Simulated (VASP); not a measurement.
Given:

```yaml
crystal:
  lattice:
    - [4.05666, 0.00000, 0.00000]
    - [0.00000, 4.05666, 0.00000]
    - [0.00000, 0.00000, 5.37030]
  atoms:
    - { symbol: Pb, position: [0.50000, 0.00000, 0.78147] }
    - { symbol: Pb, position: [0.00000, 0.50000, 0.21853] }
    - { symbol: O, position: [0.50000, 0.50000, 0.00000] }
    - { symbol: O, position: [0.00000, 0.00000, 0.00000] }
```

Method: PBE GGA, VASP's PBE PAW potentials (set 64) (plane waves; VASP). Settings: 600 eV cut-off, 6×6×4 Γ-centred mesh, Gaussian smearing of 0.050 eV, potentials Pb_d O.

Without a dispersion term in the relaxation, distances and binding between the weakly bound layers, chains or molecules are unreliable, and so is what depends on them.

**Question.** What does the run give for the energy per atom (σ→0), largest force?

**Answer.** 
| Quantity | Result |
|---|---|
| energy per atom (σ→0) | -5.378 eV/atom |
| largest force | 0.236 eV/Å |

The compound is PbO in the litharge structure. This cell was strained or had an atom moved on purpose.
